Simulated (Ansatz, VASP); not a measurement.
# Sn in two plane-wave programs, part 2 of 2

One calculation is typed for both programs; each brings its own data sets. How far apart do they land? The cell is taken from a series of runs on this material, whose earlier steps may have relaxed, scaled, displaced or heated it; both programs get it as it stands.

VASP 6.6.1 and Ansatz 0.2.0.

So far: Starting point; VASP: zone-centre phonons, LDA.

## (2) VASP: zone-centre phonons, LDA (continued)

Level of this step: LDA; plane waves and PAW (Sn_d) (VASP).

Numbers of over 12 decimals in the logs are rounded to 6 here.

From OUTCAR (step 2):

```text
ion  position               nearest neighbor table
   1  0.500  0.500  0.500-   2 2.86   2 2.86   2 2.86   2 2.86
   2  0.750  0.750  0.750-   1 2.86   1 2.86   1 2.86   1 2.86

  LATTYP: Found a trigonal (rhomboedric) cell.
 ALAT       =     4.6631634175
 COS(alpha) =     0.4986780150

 Subroutine GETGRP returns: Found 12 space group operations
 (whereof  6 operations were pure point group operations)

The static configuration has the point symmetry C_3v.
 The point group associated with its full space group is D_3d.

   k-points           NKPTS =   1728   k-points in BZ     NKDIM =   1728   number of bands    NBANDS=     20

   dimension x,y,z NGX =    36 NGY =   36 NGZ =   36
   dimension x,y,z NGXF=    72 NGYF=   72 NGZF=   72

   ENCUT  =  500.0 eV  36.75 Ry    6.06 a.u.   8.50  8.50  8.50*2*pi/ulx,y,z

   NELECT =      28.0000    total number of electrons

 k-points in reciprocal lattice and weights: Points of the shifted mesh
   0.04166667  0.04166667  0.04166667       0.001
   0.04166667  0.04166667  0.12500000       0.001
   0.04166667  0.04166667  0.20833333       0.001
   0.04166667  0.04166667  0.29166667       0.001
   0.04166667  0.04166667  0.37500000       0.001
   0.04166667  0.04166667  0.45833333       0.001
   0.04166667  0.04166667  0.54166667       0.001
   0.04166667  0.04166667  0.62500000       0.001
   0.04166667  0.04166667  0.70833333       0.001
[...]
0.95833333  0.95833333  0.87500000       0.001
   0.95833333  0.95833333  0.95833333       0.001

 average (electrostatic) potential at core
       1-101.8576       2-101.8576

  Total       -1.0278402     -1.0278402     -1.0278402      0.0009939      0.0009939      0.0009939
  in kB      -22.9218569    -22.9218569    -22.9218569      0.0221644      0.0221644      0.0221644
  external PRESSURE =     -22.9218569 kB  Pullay stress =       0.0000000 kB

  energy-cutoff  :      500.00
  volume of cell :       71.84
      direct lattice vectors                 reciprocal lattice vectors
    -0.004357615  3.297353035  3.297353035    -0.151336518  0.151536782  0.151536782
     3.297353035 -0.004357615  3.297353035     0.151536782 -0.151336518  0.151536782
     3.297353035  3.297353035 -0.004357615     0.151536782  0.151536782 -0.151336518

 POSITION                                       TOTAL-FORCE (eV/Angst)
 -----------------------------------------------------------------------------------
      3.29407      3.29407      3.29407        -0.000483     -0.000483     -0.000483
      4.94386      4.94386      4.94386         0.000483      0.000483      0.000483
 -----------------------------------------------------------------------------------
    total drift:                                0.000000      0.000000      0.000000

 Eigenvectors and eigenvalues of the dynamical matrix
 ----------------------------------------------------

   1 f  =    5.384666 THz    33.832854 2PiTHz  179.613122 cm-1    22.269179 meV
             X         Y         Z           dx          dy          dz
      3.294072  3.294072  3.294072    -0.408248   -0.408248   -0.408248
      4.943863  4.943863  4.943863     0.408248    0.408248    0.408248

   2 f  =    5.364777 THz    33.707888 2PiTHz  178.949696 cm-1    22.186925 meV
             X         Y         Z           dx          dy          dz
      3.294072  3.294072  3.294072    -0.135284   -0.418438    0.553722
      4.943863  4.943863  4.943863     0.135284    0.418438   -0.553722

   3 f  =    5.364777 THz    33.707888 2PiTHz  178.949696 cm-1    22.186925 meV
             X         Y         Z           dx          dy          dz
      3.294072  3.294072  3.294072    -0.561277    0.397798    0.163479
      4.943863  4.943863  4.943863     0.561277   -0.397798   -0.163479

   4 f  =    0.000000 THz     0.000001 2PiTHz    0.000003 cm-1     0.000000 meV
             X         Y         Z           dx          dy          dz
      3.294072  3.294072  3.294072     0.029218   -0.135774    0.693334
      4.943863  4.943863  4.943863     0.029218   -0.135774    0.693334

   5 f  =    0.000000 THz     0.000000 2PiTHz    0.000001 cm-1     0.000000 meV
             X         Y         Z           dx          dy          dz
      3.294072  3.294072  3.294072    -0.504316    0.481968    0.115636
      4.943863  4.943863  4.943863    -0.504316    0.481968    0.115636

   6 f/i=    0.000000 THz     0.000000 2PiTHz    0.000001 cm-1     0.000000 meV
             X         Y         Z           dx          dy          dz
      3.294072  3.294072  3.294072     0.494784    0.499271    0.076920
      4.943863  4.943863  4.943863     0.494784    0.499271    0.076920

 ELASTIC MODULI CONTR FROM IONIC RELAXATION (kBar)
 Direction    XX          YY          ZZ          XY          YZ          ZX
 --------------------------------------------------------------------------------
 XX          -0.0037     -0.0025     -0.0025      0.4622      0.1015      0.5742
 YY          -0.0025     -0.0037     -0.0025      0.5742      0.4622      0.1015
 ZZ          -0.0025     -0.0025     -0.0037      0.1015      0.5742      0.4622
 XY           0.4622      0.5742      0.1015   -152.6138      2.0133      2.0133
 YZ           0.1015      0.4622      0.5742      2.0133   -152.6138      2.0133
 ZX           0.5742      0.1015      0.4622      2.0133      2.0133   -152.6138
 --------------------------------------------------------------------------------
```

## (3) Ansatz: zone-centre phonons, LDA

Ansatz runs on its PAW soft_1 files.

The same cell, functional (in two slightly different forms), mesh and smearing now go to Ansatz, which takes its cutoff from its data sets.

Contents of input.yaml:

```yaml
crystal:
  lattice:
    - [-0.0043576152, 3.2973530346, 3.2973530346]
    - [3.2973530346, -0.0043576152, 3.2973530346]
    - [3.2973530346, 3.2973530346, -0.0043576152]
  atoms:
    - { symbol: Sn, position: [0.4998328037, 0.4998328037, 0.4998328037] }
    - { symbol: Sn, position: [0.7501671963, 0.7501671963, 0.7501671963] }
kpoints:
  mp_grid: { grid: [12, 12, 12], shift: [0.5, 0.5, 0.5] }
hamiltonian:
  xc: lda
  pseudopotentials: { kind: paw, azcp: { folder: soft_1 }, xc_functional: pbe }
scf:
  occupations: { method: gaussian, width: 0.015 }
output:
  eigenvalues: true
phonons:
  method: dfpt
```

Started as:

```sh
$ ansatz run input.yaml --threads 4 --pin off --max-ram 10240MiB --backend cpu --events-out ev --progress --plain --runs-dir out
```

Output:

```text
Engine: ansatz 0.2.0, aarch64-unknown-linux-gnu
Pseudopotentials: kind: paw
Pseudopotential: Sn, paw, valence charge 14, recommended cutoff 420 eV (normal), soft_1/Sn.paw.azcp
Functional definition: SPW92
  exchange = slater_x
  correlation = pw_c
Crystal: 2 atoms, lattice volume = 71.843 Å³
Basis set: ecut = 420 eV, 1411 PW (Γ), exchange–correlation on 64×64×64 points (8 copies of the dense FFT grid, shifted against one another)
Bands: 18, of which v1, the nominal top of the filled ones, is band 14 counted from 1 (13 counted from 0)
Symmetry: 12 space group operations
k-points: 468 of 1728 (irreducible under 2 space group operations, time reversal used)
Non-local potential: Sn, projectors of the file, l = 0: 2, l = 1: 2, l = 2: 2, l = 3: 1
PAW form: soft (Blöchl's): semilocal exchange-correlation on the pseudo side does not see the compensation charge
PAW frozen core: Sn, regenerated for the run's functional, and the local potential with it (the file was generated under x = pbe(κ = 0.804, μ = 0.219515), c = pbe(β = 0.066725))
PAW one-centre angular grid: Sn, 590 points (default); XC on 64 Gauss nodes
Initial density: superposition of atomic densities (chi_scale 0.1, normalization cell)
Initial wavefunctions: pseudopotential atomic-orbital guess
Functional: x = slater, c = lda
SCF iter   1: F=—  HF=-11759.237849 eV  |F-HF|=—  |Δ(HF+E_count)|=         —  Δρ=2.09e-2  dr2=3.57e-1  ethr=3.10e-3  ⟨swp⟩=6.0  Hψ=45626  notcnv=0
preconditioner: auto → none  [insulator: Δε(μ)=0.058 eV  Ē_g=19.748 eV  σ=0.015 eV  W_gap=0.99  n_scr=14 (ndim 8)  ℏωp=23.2 eV  f_vac=0.013  D(μ)=0.01/eV (n_scr^D=0)  ε∞_Penn≈2.4]
SCF iter   2: F=—  HF=-11759.132746 eV  |F-HF|=—  |Δ(HF+E_count)|=   1.05e-1  Δρ=8.74e-3  dr2=5.87e-2  ethr=1.27e-3  ⟨swp⟩=2.0  Hψ=14100  notcnv=0
SCF iter   3: F=—  HF=-11759.118990 eV  |F-HF|=—  |Δ(HF+E_count)|=   1.38e-2  Δρ=9.26e-4  dr2=4.51e-4  ethr=2.10e-4  ⟨swp⟩=2.0  Hψ=12169  notcnv=0
SCF iter   4: F=—  HF=-11759.119077 eV  |F-HF|=—  |Δ(HF+E_count)|=   8.62e-5  Δρ=4.27e-4  dr2=4.92e-5  ethr=1.61e-6  ⟨swp⟩=2.0  Hψ=16603  notcnv=0
SCF iter   5: F=—  HF=-11759.119070 eV  |F-HF|=—  |Δ(HF+E_count)|=   6.25e-6  Δρ=1.07e-4  dr2=3.26e-6  ethr=1.76e-7  ⟨swp⟩=2.0  Hψ=13104  notcnv=0
SCF iter   6: F=—  HF=-11759.119071 eV  |F-HF|=—  |Δ(HF+E_count)|=   4.39e-7  Δρ=1.95e-5  dr2=1.59e-7  ethr=1.17e-8  ⟨swp⟩=2.0  Hψ=14974  notcnv=0
SCF iter   7: F=—  HF=-11759.119072 eV  |F-HF|=—  |Δ(HF+E_count)|=   9.25e-7  Δρ=1.73e-6  dr2=1.58e-9  ethr=5.69e-10  ⟨swp⟩=1.0  Hψ=8424  notcnv=0
SCF iter   8: F=—  HF=-11759.119072 eV  |F-HF|=—  |Δ(HF+E_count)|=  2.13e-10  Δρ=2.62e-7  dr2=4.27e-11  ethr=5.65e-12  ⟨swp⟩=2.0  Hψ=14977  notcnv=0
SCF iter   9: F=-11759.119072 eV  HF=-11759.119072 eV  |F-HF|=3.64e-12  |Δ(HF+E_count)|=  1.46e-11  Δρ=3.86e-8  dr2=6.91e-13  ethr=1.00e-12  ⟨swp⟩=6.7  Hψ=38687  notcnv=0
SCF 1 converged in 9 iterations: F = -11759.119072 eV  dr2 = 6.91e-13
  greatest PAW one-centre occupation: 0.992 electrons in one spin orbital (limit 2), on the Sn atom at site 1 (counted from 0), in its partial waves of l = 2
DFPT response loops at Γ: preconditioner auto → Kerker (q_TF=auto, 2.332 Å⁻¹) (partly filled bands, converged f_vac=0.093); β = 1.00, the filter's whole step (`scf.mixing.beta` (0.50) is not read by the response loops under this deck's `scf.mixing.preconditioner`; to damp them name `kerker` or `kerker_dos`, under which they read `scf.mixing.beta`, and type it under 1.00, their step now; both keys bind the ground state too); Broyden in place of MSR1
SCF converged after 9 iterations
Free energy (F): -11759.119072 eV
Harris-Foulkes:  -11759.119072 eV  (|F-HF|=3.64e-12)
Internal energy: -11759.119068 eV  (E = F + TS)
E sigma→0 (E₀):  -11759.119070 eV
Entropy (-TS):   -0.000004 eV (-0.002 meV/atom)
Fermi energy:    6.933971 eV
--- Per-component energies (eV) ---
  E_band       = -269.528256
  E_kinetic    = 337.753547
  E_local      = -2691.426336  (includes V_loc(G=0)·N_el)
  E_nonlocal   = 298.730458
  E_hartree    = 1299.270666
  E_xc         = -249.341777
  E_vxc        = -161.435168  (∫ρ·V_xc dr)
  E_paw        = -8451.091878  (= ΣΔE_a)
  E_vpaw       = -651.692646  (= ΣTr[D̂ρ^β])
  E_aug_tail   = 0.000560  (compensation charges beyond the density's cutoff)
  E_ewald      = -2303.864090
  E_core_change = 0.849782  (= ΣΔE_core)
  E_smearing   = -0.000004  (= −TS)
  E_closure    = -0.000000  (closes the sum)
  Σ components = -11759.119072   (vs F -11759.119072, Δ=0.00e0)
--- Band table (eV; the first three rows and the last of 468) ---
  k-point 0: bands = [... 10 lower, -3.3974, 5.5340, 6.9739, 6.9739, 7.1258, 9.1117, 9.1117, 9.1281]
  k-point 1: bands = [... 10 lower, -3.3126, 4.8242, 6.6210, 6.9090, 7.4273, 9.2040, 9.2446, 9.6254]
  k-point 2: bands = [... 10 lower, -3.1044, 3.7422, 6.2622, 6.6540, 7.4283, 9.5308, 9.6949, 10.3694]
  k-point 467: bands = [... 10 lower, -1.8890, 0.7522, 5.6676, 5.8514, 6.9614, 10.0794, 10.1946, 12.5642]
--- Phonons (Γ-DFPT): 1 representative perturbation + reference, on 468 of 1728 k-points (Σ response iterations 3) ---
  k mesh reduced under 2 symmetry operations, with k and −k counted as one. Each operation leaves every solved perturbation unchanged. A smaller set is not used because it would not reduce the number of displacements times k-points to solve
  ASR residual: 2.105e-5 → 0.000e0 eV/Å²; symmetrization residual: 3.383e-12 eV/Å²
  ASR residual per site (eV/Å²): 2.11e-5 2.11e-5
  Γ frequencies (cm⁻¹): 0.00 0.00 0.00 178.07 178.07 178.47
  non-analytic LO–TO correction: not included (Born effective charges unavailable; polar crystals: no LO–TO splitting at Γ)
```

In the SCF lines HF is the Harris–Foulkes energy and dr2 the Hartree energy of the density residual, in eV; the loop may stop once dr2 is under the threshold and the program's other checks hold. Hψ counts applications of the Hamiltonian.

## (4) Differences

Known differences besides the potentials themselves: the two LDA forms differ slightly; the cutoff is 420 eV in Ansatz and 500 eV in VASP; VASP's log shows a relativistic correction to its local exchange, Ansatz's none. Total energies have different zeros and are not compared.

Compared:

```csv
quantity,Ansatz,VASP,difference
optical mode 1 to 2 (cm⁻¹),178.1,178.9,-0.49 %
optical mode 3 (cm⁻¹),178.5,179.6,-0.64 %
```

Modes are paired by rising frequency, not by their patterns, so a pair may set unlike modes beside each other; they are those without the splitting of longitudinal modes.

## (5) Outcome

```
r.m.s. difference of the optical zone-centre modes, each program's sorted by frequency (zone-centre phonons, LDA) : 0.98 cm⁻¹
difference in optical mode 3 (zone-centre phonons, LDA)                                                           : -0.6 %
```

The r.m.s. difference of the optical zone-centre modes, each program's sorted by frequency is 0.98 cm⁻¹ (zone-centre phonons, LDA). Among the rows given in per cent, the largest difference of the zone-centre phonons, LDA pair is in optical mode 3, -0.6 %. Such differences can come from data sets, numerical settings and the points named under the comparisons, not from the functional's error against experiment.

[Lines on the potential files, build, host, timing and source positions are cut from VASP's logs without a mark.]

[Logs are printed without paths, hosts, clocks, repeated set-up lines and the standing remarks that a program may print on its own settings, such as how far it seeks lower states.]

[Hosts, paths, dates, database ids (printed as entryN), source tags and the programs' standing remarks are cut or masked in the printed files.]
